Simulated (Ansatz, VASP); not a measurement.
# Si127C (amorphous Si) in two plane-wave programs

One calculation is typed for both programs; each brings its own data sets. How far apart do they land? Of the first pair: The structure shown is the start of the Ansatz relaxation below; VASP solves that cell, so the two are compared at the walk's first step.

Main program and level: Ansatz 0.2.0; plane waves, with VASP 6.6.1 beside it; single point at PBE.

**1. Starting point**

The cell holds 128 atoms: 127 Si and 1 C. Cell: a = 13.705 Å, b = 13.705 Å, c = 13.705 Å, α = 90.0°, β = 90.0°, γ = 90.0°. It derives from Si (amorphous Si). As first built, before any earlier steps moved the atoms (in the runner's words): 128 atoms (128 Si) placed at random at 2.32 g/cm^3, melted at 2500 K for 10 ps at fixed volume with the EDIP (Justo, Bazant, Kaxiras, Bulatov and Yip, Phys. Rev. B 58, 2539 (1998)). Quenched from 2500 K to 500 K at 50 K/ps and fixed volume, held 5 ps. Nearest the centre at fractional (0.777, 0.730, 0.537): C128 at 0.00 Å, Si4 at 2.29 Å, Si3 at 2.32 Å, Si106 at 2.34 Å, Si12 at 2.34 Å, Si111 at 3.48 Å, Si40 at 3.53 Å, Si9 at 3.63 Å.

**2. Ansatz: relaxation, PBE**

Ansatz runs on its default PAW (the set named soft_2) files.

The two programs are compared at the cell with which this relaxation starts, whose forces are those of its first step.

input.yaml

```yaml
crystal:
  lattice:
    - [13.705, 0.0, 0.0]
    - [0.0, 13.705, 0.0]
    - [0.0, 0.0, 13.705]
  atoms:
    - { symbol: Si, position: [0.66107, 0.09088, 0.83922] }
    - { symbol: Si, position: [0.30813, 0.34331, 0.878] }
    - { symbol: Si, position: [0.93943, 0.68722, 0.55581] }
    - { symbol: Si, position: [0.68299, 0.59194, 0.53972] }
    - { symbol: Si, position: [0.92387, 0.64945, 0.84316] }
[... 1 atom line left out ...]
    - { symbol: Si, position: [0.36918, 0.84618, 0.54301] }
[... 1 atom line left out ...]
    - { symbol: Si, position: [0.58255, 0.83313, 0.68423] }
[... 2 atom lines left out ...]
    - { symbol: Si, position: [0.74663, 0.80051, 0.6894] }
    - { symbol: Si, position: [0.01671, 0.71491, 0.40884] }
[... 4 atom lines left out ...]
    - { symbol: Si, position: [0.73836, 0.48387, 0.41731] }
[... 2 atom lines left out ...]
    - { symbol: Si, position: [0.5068, 0.81368, 0.83865] }
[... 1 atom line left out ...]
    - { symbol: Si, position: [0.71182, 0.51893, 0.69437] }
    - { symbol: Si, position: [0.85542, 0.9974, 0.51669] }
[... 4 atom lines left out ...]
    - { symbol: Si, position: [0.99426, 0.5252, 0.5913] }
[... 5 atom lines left out ...]
    - { symbol: Si, position: [0.91173, 0.48637, 0.44177] }
[... 3 atom lines left out ...]
    - { symbol: Si, position: [0.51119, 0.24649, 0.01413] }
    - { symbol: Si, position: [0.16519, 0.5875, 0.55119] }
[... 1 atom line left out ...]
    - { symbol: Si, position: [0.55193, 0.13309, 0.3059] }
[... 7 atom lines left out ...]
    - { symbol: Si, position: [0.92072, 0.24599, 0.14789] }
    - { symbol: Si, position: [0.47827, 0.44942, 0.48672] }
    - { symbol: Si, position: [0.79699, 0.70381, 0.23631] }
[... 7 atom lines left out ...]
    - { symbol: Si, position: [0.6049, 0.157, 0.13853] }
[... 1 atom line left out ...]
    - { symbol: Si, position: [0.67107, 0.19951, 0.42061] }
[... 4 atom lines left out ...]
    - { symbol: Si, position: [0.048, 0.3917, 0.37166] }
    - { symbol: Si, position: [0.73626, 0.86277, 0.27436] }
[... 2 atom lines left out ...]
    - { symbol: Si, position: [0.36864, 0.71321, 0.12095] }
[... 6 atom lines left out ...]
    - { symbol: Si, position: [0.7813, 0.34805, 0.92593] }
    - { symbol: Si, position: [0.0368, 0.77266, 0.80649] }
[... 2 atom lines left out ...]
    - { symbol: Si, position: [0.95625, 0.89089, 0.11425] }
    - { symbol: Si, position: [0.95698, 0.86942, 0.37153] }
[... 4 atom lines left out ...]
    - { symbol: Si, position: [0.29226, 0.42527, 0.17908] }
[... 1 atom line left out ...]
    - { symbol: Si, position: [0.20476, 0.27714, 0.20807] }
[... 5 atom lines left out ...]
    - { symbol: Si, position: [0.84848, 0.2089, 0.99954] }
    - { symbol: Si, position: [0.76684, 0.71541, 0.83328] }
[... 2 atom lines left out ...]
    - { symbol: Si, position: [0.35959, 0.10819, 0.54037] }
    - { symbol: Si, position: [0.47349, 0.72582, 0.6007] }
    - { symbol: Si, position: [0.52709, 0.61723, 0.48159] }
    - { symbol: Si, position: [0.68742, 0.35544, 0.63967] }
    - { symbol: Si, position: [0.54181, 0.66836, 0.32111] }
[... 1 atom line left out ...]
    - { symbol: Si, position: [0.37394, 0.67071, 0.28551] }
    - { symbol: Si, position: [0.79678, 0.86233, 0.43061] }
[... 2 atom lines left out ...]
    - { symbol: Si, position: [0.37604, 0.05882, 0.71195] }
    - { symbol: Si, position: [0.60016, 0.98557, 0.60547] }
[... 3 atom lines left out ...]
    - { symbol: Si, position: [0.24334, 0.59414, 0.70662] }
[... 3 atom lines left out ...]
    - { symbol: Si, position: [0.58456, 0.32854, 0.14665] }
[... 6 atom lines left out ...]
    - { symbol: Si, position: [0.331, 0.19563, 0.11492] }
[... 1 atom line left out ...]
    - { symbol: Si, position: [0.23956, 0.5667, 0.27145] }
kpoints:
  mp_grid: { grid: [1, 1, 1] }
hamiltonian:
  xc: pbe
scf:
  occupations: { method: gaussian, width: 0.05 }
output:
  forces: true
  eigenvalues: true
relax:
  f_tol: 0.05
  max_steps: 90
```

On the command line:

```console
> ansatz run input.yaml --threads 4 --pin off --max-ram 8192MiB --backend cpu --events-out ev --progress --plain --runs-dir out
```

Numbers of over 12 decimals in the logs are rounded to 6 here.

The program printed:

```text
Engine: ansatz 0.2.0, aarch64-unknown-linux-gnu
Pseudopotentials: kind: paw
Pseudopotential: Si, paw, valence charge 4, recommended cutoff 420 eV (normal), Si.paw.azcp
Pseudopotential: C, paw, valence charge 4, recommended cutoff 420 eV (normal), C.paw.azcp
Functional definition: PBE
  parameter kappa = 0.804
  parameter beta = 0.066725
  exchange = pbe_x(kappa = kappa, mu = beta*pi^2/3)
  correlation = pbe_c(beta = beta)
Crystal: 128 atoms, lattice volume = 2574.169 Å³
Basis set: ecut = 420 eV, 50301 PW (Γ), exchange–correlation on 192×192×192 points (8 copies of the dense FFT grid, shifted against one another)
Bands: 384, of which v1, the nominal top of the filled ones, is band 256 counted from 1 (255 counted from 0)
Symmetry: 1 space group operations
Space group: P1 (ITA 1), of the structure as read, at distance tolerance 1.4e-4 Å
k-points: 1
Non-local potential: Si, projectors of the file, l = 0: 2, l = 1: 2, l = 2: 2
Non-local potential: C, projectors of the file, l = 0: 2, l = 1: 2, l = 2: 1
PAW form: soft (Blöchl's): semilocal exchange-correlation on the pseudo side does not see the compensation charge
PAW one-centre angular grid: Si, 110 points (default); XC on 64 Gauss nodes
PAW one-centre angular grid: C, 110 points (default); XC on 64 Gauss nodes
Initial density: superposition of atomic densities (neutral atoms: chi_scale 0, normalization atom), corrected by the library's trained network
Initial wavefunctions: pseudopotential atomic-orbital guess
Functional: x = pbe(κ = 0.804, μ = 0.219515), c = pbe(β = 0.066725)
SCF iter   1: F=—  HF=-80959.646261 eV  |F-HF|=—  |Δ(HF+E_count)|=         —  Δρ=3.59e-3  dr2=9.34e-1  ethr=1.77e-3  ⟨swp⟩=6.0  Hψ=1776  notcnv=0  defer=57
preconditioner: auto → Resta (q_TF=auto, 2.084 Å⁻¹)  ε∞=5.8  [insulator: Δε(μ)=0.188 eV  Ē_g=7.580 eV  σ=0.050 eV  W_gap=0.99  n_scr=388 (ndim 8)  ℏωp=16.6 eV  f_vac=0.006  D(μ)=1.32/eV (n_scr^D=0)  ε∞_Penn≈5.8]
SCF iter   2: F=—  HF=-80959.535141 eV  |F-HF|=—  |Δ(HF+E_count)|=   1.11e-1  Δρ=1.90e-3  dr2=1.96e-1  ethr=1.83e-4  ⟨swp⟩=2.0  Hψ=448  notcnv=0  defer=78
SCF iter   3: F=—  HF=-80959.510027 eV  |F-HF|=—  |Δ(HF+E_count)|=   2.51e-2  Δρ=3.50e-4  dr2=4.63e-3  ethr=3.83e-5  ⟨swp⟩=3.0  Hψ=408  notcnv=0  defer=78
SCF iter   4: F=—  HF=-80959.510887 eV  |F-HF|=—  |Δ(HF+E_count)|=   8.60e-4  Δρ=1.12e-4  dr2=7.72e-4  ethr=9.05e-7  ⟨swp⟩=2.0  Hψ=498  notcnv=0  defer=78
SCF iter   5: F=—  HF=-80959.511316 eV  |F-HF|=—  |Δ(HF+E_count)|=   4.29e-4  Δρ=3.45e-5  dr2=9.37e-5  ethr=1.51e-7  ⟨swp⟩=2.0  Hψ=512  notcnv=0  defer=120
SCF iter   6: F=-80959.511416 eV  HF=-80959.511406 eV  |F-HF|=9.81e-6  |Δ(HF+E_count)|=   9.04e-5  Δρ=1.14e-5  dr2=1.15e-5  ethr=1.22e-8  ⟨swp⟩=16.0  Hψ=2285  notcnv=0
SCF 1 converged in 6 iterations: F = -80959.511416 eV  dr2 = 1.15e-5
  greatest PAW one-centre occupation: 0.679 electrons in one spin orbital (limit 2), on the Si atom at site 38 (counted from 0), in its partial waves of l = 0
relax step   1: F+E_penalty+E_count = -80959.51141597 eV  Δ(F+E_penalty+E_count) = +0.000e0 eV  max|allowed force component| = 2.431e0 eV/Å  Δτ_max = 0.0000 Å  (6 SCF iters, dr2 threshold 6.25e-5 eV, accepted)
Initial density: handed on by an earlier stage of this run
Initial wavefunctions: those handed on with the density
iter 1 solved again at ethr=7.99e-5 eV; its pass at ethr=3.10e-3 eV (dr2=4.09e-1 eV) is discarded
SCF iter   1: F=—  HF=-80961.142617 eV  |F-HF|=—  |Δ(HF+E_count)|=         —  Δρ=3.61e-3  dr2=4.06e-1  ethr=7.99e-5  ⟨swp⟩=2.0  Hψ=994  notcnv=0  defer=120
preconditioner: auto → Resta (q_TF=auto, 2.084 Å⁻¹)  ε∞=5.8  [insulator: Δε(μ)=0.145 eV  Ē_g=7.594 eV  σ=0.050 eV  W_gap=0.96  n_scr=388 (ndim 8)  ℏωp=16.6 eV  f_vac=0.007  D(μ)=5.45/eV (n_scr^D=6)  ε∞_Penn≈5.8]
SCF iter   2: F=—  HF=-80961.085949 eV  |F-HF|=—  |Δ(HF+E_count)|=   5.67e-2  Δρ=1.67e-3  dr2=6.98e-2  ethr=7.92e-5  ⟨swp⟩=2.0  Hψ=500  notcnv=0  defer=120
SCF iter   3: F=—  HF=-80961.076962 eV  |F-HF|=—  |Δ(HF+E_count)|=   8.99e-3  Δρ=3.01e-4  dr2=2.89e-3  ethr=1.36e-5  ⟨swp⟩=2.0  Hψ=519  notcnv=0  defer=120
SCF iter   4: F=—  HF=-80961.077119 eV  |F-HF|=—  |Δ(HF+E_count)|=   1.57e-4  Δρ=5.30e-5  dr2=2.17e-4  ethr=5.64e-7  ⟨swp⟩=2.0  Hψ=519  notcnv=0  defer=120
iter 5 did not close the SCF: its close was put off for the readings that it lacked (scf_convergence_deferred on its scf_iter line)
SCF iter   5: F=-80961.077163 eV  HF=-80961.077157 eV  |F-HF|=6.26e-6  |Δ(HF+E_count)|=   3.77e-5  Δρ=1.90e-5  dr2=2.23e-5  ethr=4.24e-8  ⟨swp⟩=2.0  Hψ=519  notcnv=0  defer=120
SCF iter   6: F=-80961.077172 eV  HF=-80961.077171 eV  |F-HF|=9.42e-7  |Δ(HF+E_count)|=   1.44e-5  Δρ=6.41e-6  dr2=3.10e-6  ethr=4.35e-9  ⟨swp⟩=12.0  Hψ=2173  notcnv=0
SCF 2 converged in 6 iterations: F = -80961.077172 eV  dr2 = 3.10e-6
[...]
- { symbol: Si, position: [0.714903, 0.526097, 0.689840] }
    - { symbol: Si, position: [0.849681, 0.986411, 0.518458] }
    - { symbol: Si, position: [0.078658, 0.281380, 0.094625] }
    - { symbol: Si, position: [0.336436, 0.376921, 0.442499] }
    - { symbol: Si, position: [0.160340, 0.150379, 0.676199] }
    - { symbol: Si, position: [0.319953, 0.220672, 0.661090] }
    - { symbol: Si, position: [0.990468, 0.529607, 0.588528] }
    - { symbol: Si, position: [0.277824, 0.117381, 0.389760] }
    - { symbol: Si, position: [0.122881, 0.666385, 0.177760] }
    - { symbol: Si, position: [0.240630, 0.878732, 0.663303] }
    - { symbol: Si, position: [0.406039, 0.228689, 0.354544] }
    - { symbol: Si, position: [0.854453, 0.751067, 0.076142] }
    - { symbol: Si, position: [0.913837, 0.484007, 0.439012] }
    - { symbol: C, position: [0.782564, 0.728882, 0.544782] }
    - { symbol: Si, position: [0.906962, 0.119968, 0.267709] }
    - { symbol: Si, position: [0.896749, 0.600711, 0.00366757] }
    - { symbol: Si, position: [0.511503, 0.246226, 0.014821] }
    - { symbol: Si, position: [0.159863, 0.589657, 0.551219] }
    - { symbol: Si, position: [0.987549, 0.813995, 0.652152] }
    - { symbol: Si, position: [0.552440, 0.133632, 0.307527] }
    - { symbol: Si, position: [0.049629, 0.814980, 0.241984] }
    - { symbol: Si, position: [0.152911, 0.951853, 0.242473] }
    - { symbol: Si, position: [0.749405, 0.078317, 0.072263] }
    - { symbol: Si, position: [0.960542, 0.169747, 0.866861] }
    - { symbol: Si, position: [0.378179, 0.893967, 0.914786] }
[...]
- { symbol: Si, position: [0.840694, 0.284767, 0.668803] }
    - { symbol: Si, position: [0.424320, 0.315578, 0.205810] }
    - { symbol: Si, position: [0.071634, 0.173376, 0.525158] }
    - { symbol: Si, position: [0.832926, 0.246309, 0.365699] }
    - { symbol: Si, position: [0.479995, 0.974691, 0.030054] }
    - { symbol: Si, position: [0.331583, 0.195165, 0.114557] }
    - { symbol: Si, position: [0.680542, 0.576142, 0.270883] }
    - { symbol: Si, position: [0.239762, 0.566387, 0.270879] }
```

Reading the cycles: dr2 is the Hartree energy of the density residual (eV), the measure of convergence; HF is the Harris–Foulkes estimate of the energy, which meets the free energy F at convergence.

**3. VASP: single point, PBE, start cell, pair 1**

The same cell, functional, mesh and smearing now go to VASP, with its own data sets.

Lines of VASP's logs that name or quote its potential files are left out, and so is its time.

INCAR

```
SYSTEM = Si127C
PREC = Accurate
ENCUT = 520
EDIFF = 1E-06
NELM = 120
ISMEAR = 0
SIGMA = 0.05
LREAL = Auto
ALGO = Normal
GGA = PE
NBANDS = 352
LORBIT = 11
LWAVE = .FALSE.
LCHARG = .FALSE.
ISIF = 2
LASPH = .TRUE.
GGA_COMPAT = .FALSE.
EFERMI = MIDGAP
NCORE = 4
```

POSCAR

```
Si127C
1.0
   13.7050000000      0.0000000000      0.0000000000
    0.0000000000     13.7050000000      0.0000000000
    0.0000000000      0.0000000000     13.7050000000
Si C
127 1
Direct
    0.6610726012      0.0908792412      0.8392192630
    0.3081284203      0.3433126596      0.8780007297
    0.9394308646      0.6872236410      0.5558117475
    0.6829916089      0.5919372492      0.5397227289
    0.9238672018      0.6494491062      0.8431594309
[... 1 atom line left out ...]
    0.3691791317      0.8461802262      0.5430134987
[... 1 atom line left out ...]
    0.5825465159      0.8331265961      0.6842320321
[... 2 atom lines left out ...]
    0.7466326158      0.8005107625      0.6893980299
    0.0167092302      0.7149069683      0.4088434878
[... 4 atom lines left out ...]
    0.7383582634      0.4838672018      0.4173075520
[... 2 atom lines left out ...]
    0.5068004378      0.8136811383      0.8386501277
[... 1 atom line left out ...]
    0.7118205035      0.5189273988      0.6943670193
    0.8554177308      0.9974024079      0.5166873404
[... 4 atom lines left out ...]
    0.9942575702      0.5252024808      0.5913024444
[... 5 atom lines left out ...]
    0.9117329442      0.4863699380      0.4417730755
[... 3 atom lines left out ...]
    0.1651878876      0.5875009121      0.5511929953
    0.9903392922      0.8167311200      0.6512732579
[... 1 atom line left out ...]
    0.0517767238      0.8187230938      0.2382488143
[... 7 atom lines left out ...]
    0.4782707041      0.4494199197      0.4867201751
    0.7969865013      0.7038088289      0.2363079168
    0.5678365560      0.8351988325      0.2697482671
[... 7 atom lines left out ...]
    0.0263407516      0.9992922291      0.4700401313
[... 1 atom line left out ...]
    0.8838015323      0.5337905874      0.7233199562
[... 4 atom lines left out ...]
    0.7362568406      0.8627727107      0.2743597227
    0.1165632981      0.8731120029      0.5520175119
[... 2 atom lines left out ...]
    0.4663626414      0.9813425757      0.5064210142
[... 6 atom lines left out ...]
    0.0367967895      0.7726596133      0.8064866837
    0.8295585553      0.9865231667      0.1888799708
[... 2 atom lines left out ...]
    0.9569792047      0.8694199197      0.3715286392
    0.4916380883      0.9733673842      0.3408901861
[... 4 atom lines left out ...]
    0.6611017877      0.5805399489      0.8530974097
[... 1 atom line left out ...]
    0.8893104706      0.0184020430      0.8179423568
[... 5 atom lines left out ...]
    0.7668369208      0.7154104341      0.8332798249
    0.4140605618      0.6113608172      0.7119591390
[... 2 atom lines left out ...]
    0.4734914265      0.7258226924      0.6007004743
    0.5270923021      0.6172272893      0.4815906603
    0.6874206494      0.3554396206      0.6396716527
    0.5418095586      0.6683619117      0.3211090843
    0.9212914995      0.6121488508      0.3195476104
[... 1 atom line left out ...]
    0.7967821963      0.8623276177      0.4306092667
    0.6305727837      0.3602918643      0.4756293324
[... 2 atom lines left out ...]
    0.6001605254      0.9855673112      0.6054724553
    0.8611528639      0.9273403867      0.6724626049
[... 3 atom lines left out ...]
    0.7220503466      0.0949872309      0.5530025538
[... 3 atom lines left out ...]
    0.1725209777      0.7372418825      0.4607296607
[... 6 atom lines left out ...]
    0.6823130244      0.5760379424      0.2721123677
[... 1 atom line left out ...]
    0.7767821963      0.7298577162      0.5367530099
```

KPOINTS

```
Automatic mesh
0
Gamma
1 1 1
0 0 0
```

PAW data sets: Si and C (PBE family, release 64).

On the command line:

```console
> mpirun -np 16 vasp_gam
```

The program printed:

```text
[banner, memory and clock lines left out]
running   16 mpi-ranks, on    1 nodes
[...]
LDA part: xc-table for (Slater+PW92), standard interpolation
 POSCAR, INCAR and KPOINTS ok, starting setup
[...]
entering main loop
       N       E                     dE             d eps       ncg     rms          rms(c)
DAV:   1     0.249621607718E+04    0.24962E+04   -0.22219E+05   704   0.128E+03
DAV:   2    -0.347992489952E+03   -0.28442E+04   -0.26548E+04   888   0.214E+02
DAV:   3    -0.660692571709E+03   -0.31270E+03   -0.30125E+03   872   0.617E+01
DAV:   4    -0.672199199942E+03   -0.11507E+02   -0.11330E+02   880   0.135E+01
[...]
DAV:  17    -0.658822989592E+03   -0.44231E-05   -0.83783E-06   848   0.433E-03    0.361E-03
DAV:  18    -0.658822991677E+03   -0.20854E-05   -0.22234E-06   608   0.194E-03    0.177E-03
DAV:  19    -0.658822992578E+03   -0.90068E-06   -0.72606E-07   504   0.136E-03
   1 F= -.65882299E+03 E0= -.65881909E+03  d E =-.779869E-02
```

From OUTCAR (step 3):

```text
  FREE ENERGIE OF THE ION-ELECTRON SYSTEM (eV)
  ---------------------------------------------------
  free  energy   TOTEN  =      -658.8229925778 eV

  energy  without entropy=     -658.8151938909  energy(sigma->0) =     -658.81909323
```

The run ends at a pressure of 0.48 GPa, with forces up to 2.9 eV/Å.

**4. Differences**

Known differences besides the potentials themselves: the cutoff is 420 eV in Ansatz and 520 eV in VASP (PREC = Accurate, projectors in real space). Total energies have different zeros and are not compared.

Forces on 8 of the 128 atoms, those with the largest forces and the largest differences (eV/Å; atoms numbered as in POSCAR):

| atom | Ansatz x, y, z | VASP x, y, z |
| --- | --- | --- |
| Si3 | -2.431, 0.741, -0.283 | -2.423, 0.743, -0.282 |
| Si4 | 1.719, 2.370, 0.055 | 1.713, 2.364, 0.054 |
| Si12 | 0.435, -0.996, -2.211 | 0.431, -0.991, -2.203 |
| Si15 | 0.006, -0.014, 0.000 | 0.015, -0.015, -0.003 |
| Si67 | -0.025, -0.114, 0.034 | -0.022, -0.119, 0.038 |
| Si82 | -0.110, 0.015, 0.039 | -0.106, 0.008, 0.039 |
| Si106 | -0.120, -1.832, 1.557 | -0.115, -1.826, 1.552 |
| C128 | 0.593, -0.164, 0.961 | 0.595, -0.156, 0.961 |

The forces differ by 2.9 meV/Å r.m.s., which is 1.1 % of the r.m.s. force of 0.271 eV/Å (both taken over all components).

**5. Ansatz: relaxation, PBE**

This run makes the geometry at which the two programs are then compared.

The structure compared here is the end of the Ansatz relaxation.

input.yaml is that of step 2.

On the command line:

```console
> ansatz run input.yaml --threads 4 --pin off --max-ram 8192MiB --backend cpu --events-out ev --progress --plain --runs-dir out
```

The program printed:

```text
[...]
Crystal: 128 atoms, lattice volume = 2574.169 Å³
Basis set: ecut = 420 eV, 50301 PW (Γ), exchange–correlation on 192×192×192 points (8 copies of the dense FFT grid, shifted against one another)
Bands: 384, of which v1, the nominal top of the filled ones, is band 256 counted from 1 (255 counted from 0)
Symmetry: 1 space group operations
[...]
k-points: 1
[...]
- { symbol: Si, position: [0.336436, 0.376921, 0.442499] }
    - { symbol: Si, position: [0.160340, 0.150379, 0.676199] }
    - { symbol: Si, position: [0.319953, 0.220672, 0.661090] }
    - { symbol: Si, position: [0.990468, 0.529607, 0.588528] }
    - { symbol: Si, position: [0.277824, 0.117381, 0.389760] }
[...]
- { symbol: C, position: [0.782564, 0.728882, 0.544782] }
[...]
- { symbol: Si, position: [0.479995, 0.974691, 0.030054] }
    - { symbol: Si, position: [0.331583, 0.195165, 0.114557] }
    - { symbol: Si, position: [0.680542, 0.576142, 0.270883] }
    - { symbol: Si, position: [0.239762, 0.566387, 0.270879] }
```

[end of part 1 of 2]

[Lines on the potential files, build, host, timing and source positions are cut from VASP's logs without a mark.]

[Logs are printed without paths, hosts, clocks, repeated set-up lines and the standing remarks that a program may print on its own settings, such as how far it seeks lower states.]

[Hosts, paths, dates, database ids (printed as entryN), source tags and the programs' standing remarks are cut or masked in the printed files.]
